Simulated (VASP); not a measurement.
VASP input:

**POSCAR**
```
Zn
1.0
  1.3512289519  -2.3403976261   0.0000000000
  1.3512289519   2.3403976261   0.0000000000
  0.0000000000   0.0000000000   4.7485926977
Zn
2
direct
  0.3333330000   0.6666670000   0.2500000000
  0.6666670000   0.3333330000   0.7500000000
```

### KPOINTS
```
Automatic mesh
0
Gamma
16 16 8
0 0 0
```

### INCAR
```
# general
SYSTEM  = Zn
PREC    = Accurate
ENCUT   = 520
LREAL   = F
LASPH   = T

# electronic loop
EDIFF   = 1E-7
NELM    = 100
ALGO    = Normal
LMAXMIX = 4

# smearing
ISMEAR  = 1
SIGMA   = 0.1

# functional
GGA     = PE
IVDW    = 11

# ions
IBRION  = 2
NSW     = 30
ISIF    = 4
EDIFFG  = -0.01

# output
LWAVE   = F
LCHARG  = F
```

POTCAR, in this order: Zn (PBE.64 set). Program: vasp_std.

Q: Write an equivalent input for Quantum ESPRESSO's pw.x.

A: One equivalent input (not run):
```
&CONTROL
  calculation = 'vc-relax'
  pseudo_dir = './pseudo'
  outdir = './out'
  tprnfor = .true.
  tstress = .true.
  nstep = 30
  forc_conv_thr = 0.00039
/
&SYSTEM
  ibrav = 0
  nat = 2
  ntyp = 1
  ecutwfc = 84
  occupations = 'smearing'
  smearing = 'methfessel-paxton'
  degauss = 0.00735
  input_dft = 'pbe'
  vdw_corr = 'grimme-d3'
  dftd3_version = 3
  dftd3_threebody = .false.
/
&ELECTRONS
  conv_thr = 7.3e-09
  electron_maxstep = 100
/
&IONS
/
&CELL
  cell_dofree = 'shape'
/
ATOMIC_SPECIES
  Zn 65.380 Zn.upf
CELL_PARAMETERS angstrom
     1.3512290   -2.3403976    0.0000000
     1.3512290    2.3403976    0.0000000
     0.0000000    0.0000000    4.7485927
ATOMIC_POSITIONS crystal
  Zn   0.3333330  0.6666670  0.2500000
  Zn   0.6666670  0.3333330  0.7500000
K_POINTS automatic
  16 16 8 0 0 0
```
Limits of the translation: the potentials are each code's own (VASP's PAW set, PseudoDojo norm-conserving files in pw.x), so ENCUT and ecutwfc are chosen apart and not converted; conv_thr bounds pw.x's estimated SCF error, while EDIFF bounds the energy change between steps; forc_conv_thr acts on force components and is met together with etot_conv_thr.

The compound is Zn in the hcp structure. This cell is one point of a volume scan, at 1.06 of the reference volume. Symmetry was kept, so distortions that lower it aren't found.
